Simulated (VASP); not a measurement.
Given:

```yaml
crystal:
  lattice:
    - [0.00000, 2.22216, 2.22216]
    - [2.22216, 0.00000, 2.22216]
    - [2.22216, 2.22216, 0.00000]
  atoms:
    - { symbol: B, position: [0.00000, 0.00000, 0.00000] }
    - { symbol: P, position: [0.25000, 0.25000, 0.25000] }
```

Level of theory: LDA (Ceperley-Alder, Perdew-Zunger), VASP's LDA PAW potentials (set 64) (plane waves; VASP). Settings: 520 eV cut-off, 10×10×10 Γ-centred mesh, Gaussian smearing of 0.050 eV, potentials B P.

Problem. Give the stress tensor in GPa (positive for a compressed cell).

Solution. 
```
5.64  0.00  0.00
0.00  5.64  0.00
0.00  0.00  5.64
```
The pressure is its mean diagonal, 5.64 GPa.

The compound is BP in the zinc blende structure. This cell is one point of a volume scan, at 0.97 of the reference volume.
